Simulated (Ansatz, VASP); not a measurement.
# Cross-check of SnSe2 between VASP and Ansatz, part 2 of 2

Wanted: the spread between two codes on one cell, functional and k mesh. The cell is taken from a series of runs on this material, whose earlier steps may have relaxed, scaled, displaced or heated it; both programs get it as it stands.

VASP 6.6.1 and Ansatz 0.2.0.

So far. Step 6 (VASP: single point, PBE, pair 2): The run ends at a pressure of 0.20 GPa, with forces up to 0.54 eV/Å.

## 7. Comparison

What differs besides the data sets and the points named for the pairs above, as far as they apply: the data sets hold 46 valence electrons in Ansatz (on its PAW soft_1 files) and 26 in VASP. Total energies have different zeros and are not compared.

Both answers:

| quantity | Ansatz | VASP | difference |
| --- | --- | --- | --- |
| gap on the k mesh (eV) | 0.380 | 0.382 | -0.001 |

Forces (eV/Å; atoms numbered as in POSCAR):

```
atom         Ansatz x, y, z           VASP x, y, z
 Sn1  -0.519, 0.083, -0.128  -0.519, 0.083, -0.128
 Se2    0.210, 0.006, 0.001    0.210, 0.007, 0.014
 Se3   0.309, -0.089, 0.127   0.309, -0.090, 0.114
```

The forces differ by 6.5 meV/Å r.m.s., which is 2.9 % of the r.m.s. force of 0.225 eV/Å (both taken over all components). A gap on the mesh is an upper bound, since the band edges may lie between its points. With vacuum in the cell, a pressure given here is an average over mostly empty space and none of the material.

## 8. VASP: single point, PBE, pair 3

With cell and atoms fixed, the geometry can't cause a difference; cores, projectors, grids and the points listed under the comparison can.

INCAR reads:

```
SYSTEM = SnSe2
PREC = Accurate
ENCUT = 400
EDIFF = 1E-06
NELM = 120
ISMEAR = 0
SIGMA = 0.1
LREAL = .FALSE.
ALGO = Normal
GGA = PE
NBANDS = 19
LORBIT = 11
LWAVE = .FALSE.
LCHARG = .FALSE.
ISIF = 2
LDIPOL = .TRUE.
IDIPOL = 3
DIPOL = 0.5 0.5 0.328
LVHAR = .TRUE.
LASPH = .TRUE.
GGA_COMPAT = .FALSE.
EFERMI = MIDGAP
NELMDL = -8
KPAR = 2
```

POSCAR reads:

```
SnSe2
1.0
    3.7941949000      0.0000000000      0.0000000000
   -1.8970974500      3.2858691703      0.0000000000
    0.0000000000      0.0000000000     30.4600000000
Sn Se
1 2
Direct
    0.3333333333      0.6666666667      0.3282994091
    0.6206005915      0.4219915129      0.3849452770
    0.7127327418      0.2446751537      0.2716535412
```

KPOINTS reads:

```
Automatic mesh
0
Gamma
12 12 1
0 0 0
```

The projector-augmented-wave data sets are Sn_d and Se (PBE family, release 64).

Launch:

```sh
$ mpirun -np 2 vasp_std
```

Numbers of over 12 decimals in the logs are rounded to 6 here.

Output:

```text
[... set-up lines as in an earlier step ...]
 entering main loop
       N       E                     dE             d eps       ncg     rms          rms(c)
DAV:   1     0.165565189036E+03    0.16557E+03   -0.94197E+03  3404   0.840E+02
DAV:   2     0.791773368676E+01   -0.15765E+03   -0.15430E+03  3777   0.209E+02
DAV:   3    -0.110476021042E+02   -0.18965E+02   -0.18860E+02  3552   0.830E+01
DAV:   4    -0.115393679928E+02   -0.49177E+00   -0.49118E+00  3577   0.169E+01
[...]
DAV:  23    -0.111561683414E+02   -0.17178E-05   -0.68457E-08  2905   0.106E-03    0.244E-04
DAV:  24    -0.111561699682E+02   -0.16267E-05   -0.23370E-08  2498   0.520E-04    0.171E-04
DAV:  25    -0.111561706360E+02   -0.66782E-06   -0.75905E-09  2444   0.357E-04
   1 F= -.11156171E+02 E0= -.11156170E+02  d E =-.154212E-05
```

Parts of OUTCAR (step 8):

```text
  Total        1.6002512      1.2532627      0.3816940     -1.0566989     -0.6100469      0.8221538
  in kB        6.7514792      5.2875304      1.6103715     -4.4582255     -2.5737953      3.4686771
  external PRESSURE =       4.5497937 kB  Pullay stress =       0.0000000 kB

 POSITION                                       TOTAL-FORCE (eV/Angst)
 -----------------------------------------------------------------------------------
     -0.00000      2.19058     10.00000        -1.033409      0.161151     -0.412787
      1.55412      1.38661     11.72543         0.754832     -0.257382      0.325413
      2.24007      0.80397      8.27457         0.278577      0.096231      0.087375
 -----------------------------------------------------------------------------------
    total drift:                               -0.000026     -0.000187     -0.001760

  FREE ENERGIE OF THE ION-ELECTRON SYSTEM (eV)
  ---------------------------------------------------
  free  energy   TOTEN  =       -11.1561706360 eV

  energy  without entropy=      -11.1561690939  energy(sigma->0) =      -11.15616986

[... 2 parts as in an earlier step ...]

[... 1 further part left out ...]
[key lines of the parts left out:]
E-fermi :  -3.1034
```

The run ends at a pressure of 0.45 GPa, with forces up to 1.1 eV/Å.

## 9. Ansatz: single point, PBE, pair 3

The same cell, functional, mesh and smearing now go to Ansatz, which takes its cutoff from its data sets.

The cell is taken from a series of runs on this material, whose earlier steps may have relaxed, scaled, displaced or heated it; both programs get it as it stands.

input.yaml reads:

```yaml
crystal:
  lattice:
    - [3.7941949, 0.0, 0.0]
    - [-1.89709745, 3.2858691703, 0.0]
    - [0.0, 0.0, 30.46]
  atoms:
    - { symbol: Sn, position: [0.3333333333, 0.6666666667, 0.3282994091] }
    - { symbol: Se, position: [0.6206005915, 0.4219915129, 0.384945277] }
    - { symbol: Se, position: [0.7127327418, 0.2446751537, 0.2716535412] }
  periodic: [true, true, false]
kpoints:
  mp_grid: { grid: [12, 12, 1] }
hamiltonian:
  xc: pbe
  pseudopotentials: { kind: paw, azcp: { folder: soft_1 } }
scf:
  occupations: { method: gaussian, width: 0.1 }
output:
  forces: true
  stress: true
  eigenvalues: true
```

Launch:

```sh
$ ansatz run input.yaml --threads 4 --pin off --max-ram 16384MiB --backend cpu --events-out ev --progress --plain --runs-dir out
```

Output:

```text
[...]
Crystal: 3 atoms, lattice volume = 379.752 Å³
Basis set: ecut = 420 eV, 7445 PW (Γ), exchange–correlation on 54×54×432 points (8 copies of the dense FFT grid, shifted against one another)
Bands: 28, of which v1, the nominal top of the filled ones, is band 23 counted from 1 (22 counted from 0)
Symmetry: 1 space group operations
[...]
k-points: 74 of 144 (time reversal used)
[...]
k-point 1: bands = [... 19 lower, -7.0087, -6.2589, -5.7962, -5.5361, -4.1993, -2.1856, -1.2632 (-1.2632°), -0.7208, ... 1 higher]
  k-point 2: bands = [... 19 lower, -7.6658, -6.7815, -6.1187, -5.7964, -3.8354, -2.0305, -1.5644 (-1.5644°), -0.3240, ... 1 higher]
  k-point 73: bands = [... 19 lower, -8.8483, -7.8181, -6.7041, -6.1851, -4.8819, -2.8465, -1.6642, -0.5145, ... 1 higher]
  ° read free of the cell's end (the report's vacuum.weakly_bound_levels)
[key lines of the parts left out:]
SCF converged after 9 iterations
Free energy (F): -16962.774136 eV
Fermi energy:    -5.141749 eV
P = ½ c Tr σ = 1.8337 N/m
```

## 10. Comparison

What differs besides the data sets and the points named for the pairs above, as far as they apply: the data sets hold 46 valence electrons in Ansatz (on its PAW soft_1 files) and 26 in VASP. Total energies have different zeros and are not compared.

Compared:

| quantity | Ansatz | VASP | difference |
| --- | --- | --- | --- |
| gap on the k mesh (eV) | 0.510 | 0.510 | 0.000 |

Forces (eV/Å; atoms numbered as in POSCAR):

```csv
atom,"Ansatz x, y, z","VASP x, y, z"
Sn1,"-1.035, 0.162, -0.415","-1.033, 0.161, -0.413"
Se2,"0.756, -0.258, 0.314","0.755, -0.257, 0.325"
Se3,"0.279, 0.096, 0.102","0.279, 0.096, 0.087"
```

The forces differ by 6.2 meV/Å r.m.s., which is 1.3 % of the r.m.s. force of 0.483 eV/Å (both taken over all components). A gap on the mesh is an upper bound, since the band edges may lie between its points. With vacuum in the cell, a pressure given here is an average over mostly empty space and none of the material.

## 11. Summary of results

```yaml
r_m_s_force_difference_single_point_pbe_pair_1: 6.6 meV/Å
r_m_s_force_difference_single_point_pbe_pair_2: 2.9 % of the r.m.s. force
r_m_s_force_difference_single_point_pbe_pair_3: 1.3 % of the r.m.s. force
```

**Reading.** The r.m.s. force difference is 2.9 % of the r.m.s. force (single point, PBE, pair 2), at about the 3 % picked in this series as the mark of a large difference. The data sets hold unlike numbers of valence electrons (46 in Ansatz and 26 in VASP), so part of the differences comes from the potentials. 3 further runs of this series are not shown here. Such differences can come from data sets, numerical settings and the points named under the comparisons, not from the functional's error against experiment.

[Lines on the potential files, build, host, timing and source positions are cut from VASP's logs without a mark.]

[Logs are printed without paths, hosts, clocks, repeated set-up lines and the standing remarks that a program may print on its own settings, such as how far it seeks lower states.]

[Hosts, paths, dates, database ids (printed as entryN), source tags and the programs' standing remarks are cut or masked in the printed files.]
